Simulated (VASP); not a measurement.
# Ni3Pt: convergence with the smearing and plane-wave cutoff, part 4 of 4

How sensitive are energy, pressure and forces of Ni3Pt to the smearing and plane-wave cutoff? The atoms are off their equilibrium sites, so that forces can be compared too. The series runs use r2SCAN. The atoms of the start are displaced at random from the sites of a Pm-3m cell.

VASP 6.6.1; r2SCAN, spin-polarised from a ferromagnetic start; plane waves and PAW (Ni, Pt).

Still holding for the runs below: The magnetic state follows from one typed start and may not be the lowest. The k-mesh is coarse for a metal.

So far. Step 14 (Plane-wave cutoff: ENCUT = 160): The series starts at -19.0185 eV an atom and -405.04 GPa, after 19 cycles in 62 s. Step 15 (Plane-wave cutoff: ENCUT = 200): Against the run before the energy moves by -2498.75 meV an atom and the pressure by +312.18 GPa, after 26 cycles in 2.9 min.

## (16) Plane-wave cutoff: ENCUT = 240

The input, INCAR:

```
SYSTEM = Ni3Pt
PREC = Accurate
ENCUT = 240
EDIFF = 1E-06
NELM = 100
ISMEAR = -1
SIGMA = 0.05
LREAL = .FALSE.
ALGO = Normal
METAGGA = R2SCAN
LASPH = .TRUE.
NBANDS = 30
ISPIN = 2
MAGMOM = 1 1 1 0
LMAXMIX = 4
LORBIT = 11
LWAVE = .FALSE.
LCHARG = .FALSE.
KPAR = 4
ISIF = 2
```

The input, POSCAR:

```
Ni3Pt
1.0
    3.6245667900      0.0000000000      0.0000000000
    0.0000000000      3.6245667900      0.0000000000
    0.0000000000      0.0000000000      3.6245667900
Ni Pt
3 1
Direct
    0.5090410000      0.0188420000      0.5175610000
    0.0095480000      0.5119620000      0.5065660000
    0.4985550000      0.5048410000     -0.0027350000
    0.0195020000     -0.0039100000      0.0122770000
```

The input, KPOINTS:

```
Automatic mesh
0
Gamma
7 7 7
0 0 0
```

PAW data sets: Ni and Pt (PBE family, release 64).

Command:

```
> mpirun -np 4 vasp_std
```

Output:

```text
[... set-up lines as in an earlier step ...]
 entering main loop
       N       E                     dE             d eps       ncg     rms          rms(c)
DAV:   1     0.102664249726E+03    0.10266E+03   -0.11136E+04 21680   0.938E+02
DAV:   2    -0.892434197663E+02   -0.19191E+03   -0.17991E+03 21360   0.241E+02
DAV:   3    -0.976777906489E+02   -0.84344E+01   -0.82610E+01 23514   0.621E+01
DAV:   4    -0.977752347262E+02   -0.97444E-01   -0.97405E-01 22800   0.626E+00
[...]
DAV:  32    -0.874866357230E+02   -0.48431E-05   -0.23455E-05 20646   0.399E-02    0.690E-03
DAV:  33    -0.874866387392E+02   -0.30162E-05   -0.45017E-06 12296   0.172E-02    0.291E-03
DAV:  34    -0.874866386363E+02    0.10292E-06   -0.49459E-06 10926   0.205E-02
   1 F= -.87486639E+02 E0= -.87463606E+02  d E =-.460659E-01  mag=     2.7737
```

Wall time 3 min (4 MPI ranks of Intel Xeon Platinum 8559C (Emerald Rapids), shared host); peak memory 0.87 GiB.

Parts of OUTCAR (step 16):

```text
  Total       -4.5203948     -4.3196822     -4.4192149     -0.0868507     -0.0296899     -0.1386961
  in kB     -152.0962912   -145.3429797   -148.6919248     -2.9222393     -0.9989672     -4.6666651
  external PRESSURE =    -148.7103986 kB  Pullay stress =       0.0000000 kB

 POSITION                                       TOTAL-FORCE (eV/Angst)
 -----------------------------------------------------------------------------------
      1.84505      0.06829      1.87593         0.221024     -0.158045     -0.288815
      0.03461      1.85564      1.83608        -0.119649     -0.344357      0.032881
      1.80705      1.82983      3.61465         0.628453     -0.088430      0.261522
      0.07069      3.61039      0.04450        -0.729829      0.590831     -0.005588
 -----------------------------------------------------------------------------------
    total drift:                               -0.057840      0.007023     -0.005582

  FREE ENERGIE OF THE ION-ELECTRON SYSTEM (eV)
  ---------------------------------------------------
  free  energy   TOTEN  =       -87.4866386363 eV

  energy  without entropy=      -87.4405726939  energy(sigma->0) =      -87.46360567

 magnetization (x)
# of ion       s       p       d       tot
------------------------------------------
    1       -0.005  -0.031   0.883   0.847
    2       -0.005  -0.031   0.881   0.845
    3       -0.005  -0.031   0.881   0.845
    4       -0.010  -0.057   0.390   0.323
--------------------------------------------------
tot         -0.026  -0.149   3.035   2.860

[... 1 part as in an earlier step ...]

[... 2 further parts left out ...]
[key lines of the parts left out:]
E-fermi :   9.9138
```

Against the run before the energy moves by -348.63 meV an atom and the pressure by +77.99 GPa, after 34 cycles in 3 min.

## (17) Plane-wave cutoff: ENCUT = 270

Changes to INCAR since step 16:

```diff
@@ -2,3 +2,3 @@
 PREC = Accurate
-ENCUT = 240
+ENCUT = 270
 EDIFF = 1E-06
```

POSCAR is that of step 16.

KPOINTS is that of step 16.

Command:

```
> mpirun -np 4 vasp_std
```

Output:

```text
[... set-up lines as in an earlier step ...]
 entering main loop
       N       E                     dE             d eps       ncg     rms          rms(c)
DAV:   1     0.125089228115E+03    0.12509E+03   -0.11931E+04 21496   0.106E+03
DAV:   2    -0.869357425354E+02   -0.21202E+03   -0.19862E+03 21174   0.263E+02
DAV:   3    -0.975662915521E+02   -0.10631E+02   -0.10347E+02 23376   0.735E+01
DAV:   4    -0.977095538079E+02   -0.14326E+00   -0.14318E+00 23332   0.797E+00
[...]
DAV:  36    -0.876487736700E+02   -0.41947E-05   -0.11732E-05 12936   0.316E-02    0.509E-03
DAV:  37    -0.876487775118E+02   -0.38417E-05   -0.72297E-06 14282   0.266E-02    0.255E-03
DAV:  38    -0.876487776011E+02   -0.89348E-07   -0.72120E-07 10356   0.682E-03
   1 F= -.87648778E+02 E0= -.87625695E+02  d E =-.461649E-01  mag=     2.8054
```

Run time: 3.5 min. Hardware: 4 MPI ranks; peak memory 0.93 GiB.

Parts of OUTCAR (step 17):

```text
  Total       -0.5868709     -0.3729695     -0.4816709     -0.0805761     -0.0285502     -0.1365723
  in kB      -19.7462599    -12.5491852    -16.2066272     -2.7111179     -0.9606181     -4.5952060
  external PRESSURE =     -16.1673574 kB  Pullay stress =       0.0000000 kB

 POSITION                                       TOTAL-FORCE (eV/Angst)
 -----------------------------------------------------------------------------------
      1.84505      0.06829      1.87593         0.235822     -0.169859     -0.320142
      0.03461      1.85564      1.83608        -0.119490     -0.335959      0.053049
      1.80705      1.82983      3.61465         0.640145     -0.106078      0.278843
      0.07069      3.61039      0.04450        -0.756477      0.611896     -0.011749
 -----------------------------------------------------------------------------------
    total drift:                               -0.021150     -0.020436      0.017913

  FREE ENERGIE OF THE ION-ELECTRON SYSTEM (eV)
  ---------------------------------------------------
  free  energy   TOTEN  =       -87.6487776011 eV

  energy  without entropy=      -87.6026127256  energy(sigma->0) =      -87.62569516

 magnetization (x)
# of ion       s       p       d       tot
------------------------------------------
    1       -0.005  -0.031   0.894   0.857
    2       -0.005  -0.031   0.893   0.856
    3       -0.005  -0.031   0.893   0.856
    4       -0.010  -0.058   0.388   0.320
--------------------------------------------------
tot         -0.027  -0.152   3.068   2.889

[... 1 part as in an earlier step ...]

[... 2 further parts left out ...]
[key lines of the parts left out:]
E-fermi :   9.9665
```

Against the run before the energy moves by -40.52 meV an atom and the pressure by +13.25 GPa, after 38 cycles in 3.5 min.

## (18) Plane-wave cutoff: ENCUT = 310

Changes to INCAR since step 17:

```diff
@@ -2,3 +2,3 @@
 PREC = Accurate
-ENCUT = 270
+ENCUT = 310
 EDIFF = 1E-06
```

POSCAR is that of step 17.

KPOINTS is that of step 17.

Command:

```
> mpirun -np 4 vasp_std
```

Output:

```text
[... set-up lines as in an earlier step ...]
 entering main loop
       N       E                     dE             d eps       ncg     rms          rms(c)
DAV:   1     0.147424109578E+03    0.14742E+03   -0.13055E+04 21576   0.122E+03
DAV:   2    -0.846206120095E+02   -0.23204E+03   -0.21756E+03 21068   0.285E+02
DAV:   3    -0.975035875146E+02   -0.12883E+02   -0.12475E+02 23346   0.846E+01
DAV:   4    -0.976964479837E+02   -0.19286E+00   -0.19273E+00 23606   0.980E+00
[...]
DAV:  31    -0.876753009805E+02   -0.70372E-05   -0.43091E-05 27348   0.560E-02    0.454E-03
DAV:  32    -0.876753033648E+02   -0.23842E-05   -0.95339E-06 15798   0.319E-02    0.211E-03
DAV:  33    -0.876753042302E+02   -0.86537E-06   -0.27217E-06 10778   0.185E-02
   1 F= -.87675304E+02 E0= -.87652352E+02  d E =-.459040E-01  mag=     2.8172
```

It took 3.2 min on 4 MPI ranks; peak memory 1.1 GiB.

Parts of OUTCAR (step 18):

```text
  Total        0.1582501      0.3765255      0.2539924     -0.0893948     -0.0284399     -0.1419932
  in kB        5.3245897     12.6688326      8.5460010     -3.0078400     -0.9569097     -4.7776001
  external PRESSURE =       8.8464744 kB  Pullay stress =       0.0000000 kB

 POSITION                                       TOTAL-FORCE (eV/Angst)
 -----------------------------------------------------------------------------------
      1.84505      0.06829      1.87593         0.244209     -0.189684     -0.324483
      0.03461      1.85564      1.83608        -0.116337     -0.331475      0.057007
      1.80705      1.82983      3.61465         0.634898     -0.087663      0.276660
      0.07069      3.61039      0.04450        -0.762770      0.608822     -0.009184
 -----------------------------------------------------------------------------------
    total drift:                               -0.004560      0.000936      0.006324

  FREE ENERGIE OF THE ION-ELECTRON SYSTEM (eV)
  ---------------------------------------------------
  free  energy   TOTEN  =       -87.6753042302 eV

  energy  without entropy=      -87.6294001947  energy(sigma->0) =      -87.65235221

 magnetization (x)
# of ion       s       p       d       tot
------------------------------------------
    1       -0.005  -0.031   0.897   0.861
    2       -0.005  -0.031   0.896   0.859
    3       -0.005  -0.031   0.896   0.859
    4       -0.010  -0.058   0.387   0.318
--------------------------------------------------
tot         -0.027  -0.153   3.076   2.897

[... 1 part as in an earlier step ...]

[... 2 further parts left out ...]
[key lines of the parts left out:]
E-fermi :   9.9797
```

Against the run before the energy moves by -6.66 meV an atom and the pressure by +2.50 GPa, after 33 cycles in 3.2 min.

## (19) Plane-wave cutoff: ENCUT = 350

Changes to INCAR since step 18:

```diff
@@ -2,3 +2,3 @@
 PREC = Accurate
-ENCUT = 310
+ENCUT = 350
 EDIFF = 1E-06
```

POSCAR is that of step 18.

KPOINTS is that of step 18.

Command:

```
> mpirun -np 4 vasp_std
```

Output:

```text
[... set-up lines as in an earlier step ...]
 entering main loop
       N       E                     dE             d eps       ncg     rms          rms(c)
DAV:   1     0.164640825432E+03    0.16464E+03   -0.14119E+04 21488   0.135E+03
DAV:   2    -0.827175966491E+02   -0.24736E+03   -0.23179E+03 20936   0.303E+02
DAV:   3    -0.974722909618E+02   -0.14755E+02   -0.14220E+02 23226   0.930E+01
DAV:   4    -0.977045983411E+02   -0.23231E+00   -0.23211E+00 23636   0.112E+01
[...]
DAV:  31    -0.876611134965E+02   -0.65218E-05   -0.46644E-05 27658   0.600E-02    0.469E-03
DAV:  32    -0.876611159959E+02   -0.24994E-05   -0.98888E-06 16320   0.325E-02    0.229E-03
DAV:  33    -0.876611168942E+02   -0.89832E-06   -0.18715E-06 10958   0.155E-02
   1 F= -.87661117E+02 E0= -.87638175E+02  d E =-.458841E-01  mag=     2.8144
```

The job ended after 3.2 min (4 MPI ranks; peak memory 1.2 GiB; 13 min of CPU time).

Parts of OUTCAR (step 19):

```text
  Total        0.0451086      0.2633685      0.1414157     -0.0886615     -0.0278373     -0.1419811
  in kB        1.5177550      8.8614774      4.7581707     -2.9831645     -0.9366334     -4.7771932
  external PRESSURE =       5.0458010 kB  Pullay stress =       0.0000000 kB

 POSITION                                       TOTAL-FORCE (eV/Angst)
 -----------------------------------------------------------------------------------
      1.84505      0.06829      1.87593         0.244424     -0.189961     -0.325080
      0.03461      1.85564      1.83608        -0.116759     -0.331428      0.056811
      1.80705      1.82983      3.61465         0.635290     -0.087317      0.277214
      0.07069      3.61039      0.04450        -0.762955      0.608706     -0.008945
 -----------------------------------------------------------------------------------
    total drift:                               -0.004512      0.000963      0.006272

  FREE ENERGIE OF THE ION-ELECTRON SYSTEM (eV)
  ---------------------------------------------------
  free  energy   TOTEN  =       -87.6611168942 eV

  energy  without entropy=      -87.6152328019  energy(sigma->0) =      -87.63817485

 magnetization (x)
# of ion       s       p       d       tot
------------------------------------------
    1       -0.006  -0.031   0.896   0.859
    2       -0.005  -0.031   0.894   0.858
    3       -0.006  -0.032   0.894   0.857
    4       -0.010  -0.058   0.387   0.318
--------------------------------------------------
tot         -0.027  -0.153   3.072   2.892

[... 1 part as in an earlier step ...]

[... 2 further parts left out ...]
[key lines of the parts left out:]
E-fermi :   9.9742
```

Against the run before the energy moves by +3.54 meV an atom and the pressure by -0.38 GPa, after 33 cycles in 3.2 min.

## (20) Plane-wave cutoff: ENCUT = 430

Changes to INCAR since step 19:

```diff
@@ -2,3 +2,3 @@
 PREC = Accurate
-ENCUT = 350
+ENCUT = 430
 EDIFF = 1E-06
```

POSCAR is that of step 19.

KPOINTS is that of step 19.

Command:

```
> mpirun -np 4 vasp_std
```

Output:

```text
[... set-up lines as in an earlier step ...]
 entering main loop
       N       E                     dE             d eps       ncg     rms          rms(c)
DAV:   1     0.192384238680E+03    0.19238E+03   -0.16253E+04 21312   0.158E+03
DAV:   2    -0.797994290234E+02   -0.27218E+03   -0.25504E+03 20802   0.331E+02
DAV:   3    -0.974336512227E+02   -0.17634E+02   -0.16920E+02 22968   0.105E+02
DAV:   4    -0.977233815355E+02   -0.28973E+00   -0.28940E+00 23596   0.130E+01
[...]
DAV:  29    -0.876587112654E+02   -0.14639E-05   -0.13659E-04 28678   0.115E-01    0.329E-03
DAV:  30    -0.876587134947E+02   -0.22293E-05   -0.16803E-05 25250   0.328E-02    0.210E-03
DAV:  31    -0.876587139411E+02   -0.44644E-06   -0.41545E-06 10748   0.182E-02
   1 F= -.87658714E+02 E0= -.87635732E+02  d E =-.459639E-01  mag=     2.8091
```

Elapsed: 6.9 min, on 4 MPI ranks; peak memory 1.5 GiB.

OUTCAR, selected parts (step 20):

```text
  Total        0.1585762      0.3707265      0.2541084     -0.0840324     -0.0266608     -0.1402117
  in kB        5.3355647     12.4737163      8.5499046     -2.8274117     -0.8970460     -4.7176597
  external PRESSURE =       8.7863952 kB  Pullay stress =       0.0000000 kB

 POSITION                                       TOTAL-FORCE (eV/Angst)
 -----------------------------------------------------------------------------------
      1.84505      0.06829      1.87593         0.248439     -0.200327     -0.338271
      0.03461      1.85564      1.83608        -0.115317     -0.332296      0.067241
      1.80705      1.82983      3.61465         0.635611     -0.080078      0.278717
      0.07069      3.61039      0.04450        -0.768733      0.612700     -0.007687
 -----------------------------------------------------------------------------------
    total drift:                                0.004234     -0.002763      0.000805

  FREE ENERGIE OF THE ION-ELECTRON SYSTEM (eV)
  ---------------------------------------------------
  free  energy   TOTEN  =       -87.6587139411 eV

  energy  without entropy=      -87.6127500183  energy(sigma->0) =      -87.63573198

 magnetization (x)
# of ion       s       p       d       tot
------------------------------------------
    1       -0.006  -0.032   0.894   0.857
    2       -0.005  -0.032   0.893   0.855
    3       -0.006  -0.032   0.892   0.855
    4       -0.010  -0.058   0.388   0.319
--------------------------------------------------
tot         -0.027  -0.153   3.066   2.886

[... 1 part as in an earlier step ...]

[... 2 further parts left out ...]
[key lines of the parts left out:]
E-fermi :   9.9650
```

Against the run before the energy moves by +0.61 meV an atom and the pressure by +0.37 GPa, after 31 cycles in 6.9 min.

## (21) Plane-wave cutoff: ENCUT = 540

Changes to INCAR since step 20:

```diff
@@ -2,3 +2,3 @@
 PREC = Accurate
-ENCUT = 430
+ENCUT = 540
 EDIFF = 1E-06
```

POSCAR is that of step 20.

KPOINTS is that of step 20.

Command:

```
> mpirun -np 4 vasp_std
```

Output:

```text
[... set-up lines as in an earlier step ...]
 entering main loop
       N       E                     dE             d eps       ncg     rms          rms(c)
DAV:   1     0.223052797782E+03    0.22305E+03   -0.19032E+04 21152   0.188E+03
DAV:   2    -0.763698574277E+02   -0.29942E+03   -0.28064E+03 20814   0.367E+02
DAV:   3    -0.973622531239E+02   -0.20992E+02   -0.20045E+02 22824   0.117E+02
DAV:   4    -0.977239472924E+02   -0.36169E+00   -0.36121E+00 23612   0.150E+01
[...]
DAV:  29    -0.876597710293E+02   -0.15030E-05   -0.13271E-04 28686   0.113E-01    0.326E-03
DAV:  30    -0.876597732439E+02   -0.22146E-05   -0.16164E-05 24912   0.328E-02    0.209E-03
DAV:  31    -0.876597736757E+02   -0.43178E-06   -0.50122E-06 10742   0.204E-02
   1 F= -.87659774E+02 E0= -.87636804E+02  d E =-.459387E-01  mag=     2.8085
```

It took 7.4 min on 4 MPI ranks; peak memory 1.9 GiB.

OUTCAR, selected parts (step 21):

```text
  Total        0.2248687      0.4377484      0.3211126     -0.0839090     -0.0261433     -0.1403577
  in kB        7.5660848     14.7287813     10.8043749     -2.8232582     -0.8796337     -4.7225700
  external PRESSURE =      11.0330803 kB  Pullay stress =       0.0000000 kB

 POSITION                                       TOTAL-FORCE (eV/Angst)
 -----------------------------------------------------------------------------------
      1.84505      0.06829      1.87593         0.248572     -0.200074     -0.337938
      0.03461      1.85564      1.83608        -0.114921     -0.332756      0.067618
      1.80705      1.82983      3.61465         0.635815     -0.080615      0.278143
      0.07069      3.61039      0.04450        -0.769466      0.613446     -0.007823
 -----------------------------------------------------------------------------------
    total drift:                                0.004296     -0.002749      0.000760

  FREE ENERGIE OF THE ION-ELECTRON SYSTEM (eV)
  ---------------------------------------------------
  free  energy   TOTEN  =       -87.6597736757 eV

  energy  without entropy=      -87.6138349318  energy(sigma->0) =      -87.63680430

 magnetization (x)
# of ion       s       p       d       tot
------------------------------------------
    1       -0.006  -0.032   0.894   0.857
    2       -0.005  -0.032   0.892   0.855
    3       -0.006  -0.032   0.892   0.855
    4       -0.010  -0.059   0.388   0.319
--------------------------------------------------
tot         -0.027  -0.154   3.066   2.886

[... 1 part as in an earlier step ...]

[... 2 further parts left out ...]
[key lines of the parts left out:]
E-fermi :   9.9639
```

Against the run before the energy moves by -0.27 meV an atom and the pressure by +0.22 GPa, after 31 cycles in 7.4 min.

## (22) The plane-wave cutoff series as a table

This step: convergence of r2SCAN results with the cutoff; plane waves and PAW (VASP 6.6.1).

This step runs nothing: it gathers the runs above.

Differences are taken from the run with ENCUT = 540. Results of the series, by row:

```csv
setting,status,energy less the reference (meV/atom),pressure (GPa),largest force difference (meV/Å),moment (μB),SCF cycles,wall time (s)
ENCUT = 160,converged,2891,-405,738.4,1.188,19,62
ENCUT = 200,converged,391.9,-92.86,130.6,2.404,26,176
ENCUT = 240,converged,43.3,-14.87,49.12,2.774,34,179
ENCUT = 270,converged,2.777,-1.617,30.21,2.805,38,210
ENCUT = 310,converged,-3.887,0.8846,13.46,2.817,33,190
ENCUT = 350,converged,-0.3426,0.5046,12.86,2.814,33,192
ENCUT = 430,converged,0.2681,0.8786,0.746,2.809,31,414.1
ENCUT = 540,converged,0,1.103,0,2.808,31,442.1
```

## (23) Outcome

```
spread of the pressure over the smearing                                          : 0.570 GPa
spread of the energy over the smearing                                            : 5.36 meV/atom
plane-wave cutoff from which the energy stays within 10 meV/atom of the reference : ENCUT = 270
plane-wave cutoff from which the energy stays within 1 meV/atom of the reference  : ENCUT = 350
plane-wave cutoff from which the pressure stays within 0.2 GPa of the reference   : none before the reference itself
spread of the pressure over the plane-wave cutoff                                 : 406 GPa
spread of the energy over the plane-wave cutoff                                   : 2895 meV/atom
```

What this shows: The usual rule keeps the entropy term T·S under 1 meV an atom, which holds up to a width of 0.01 eV for Gaussian and 0.05 eV for first-order Methfessel-Paxton. That rule is made for Methfessel-Paxton; with the other schemes the zero-width estimate is the energy to use. Farthest in energy from the narrowest smearing lies ISMEAR = 0, SIGMA = 0.5 (-5.4 meV an atom, +0.51 GPa, 36.9 meV/Å in forces). On a fixed mesh a narrow width is not the exact answer for a metal: it samples the Fermi surface more noisily. From ENCUT = 350 on, the energy stays within 1 meV an atom of the reference, at 43 % of its time. The pressure doesn't settle within 0.2 GPa before the reference. These cutoffs are 0.6 to 2 times the default of the data sets, about 270 eV; at the default the run is off by +2.8 meV an atom, -2.72 GPa, 30.2 meV/Å in forces, and at 1.3 times by -0.3 meV an atom, -0.60 GPa, 12.9 meV/Å in forces. Energy differences between like cells converge faster than these totals. Differences are taken from the run with ENCUT = 540, which is itself not the exact limit. The runs at ENCUT = 160; ENCUT = 200; ENCUT = 240; ENCUT = 270 are over 30 meV an atom or 2 GPa off and describe the material poorly.

[Lines on the potential files, build, host, timing and source positions are cut from VASP's logs without a mark.]

[Logs are printed without paths, hosts, clocks, repeated set-up lines and the standing remarks that a program may print on its own settings, such as how far it seeks lower states.]

[Hosts, paths, dates, database ids (printed as entryN), source tags and the programs' standing remarks are cut or masked in the printed files.]

[A measured line is paired with the nearest computed mode of its activity, which favours agreement.]
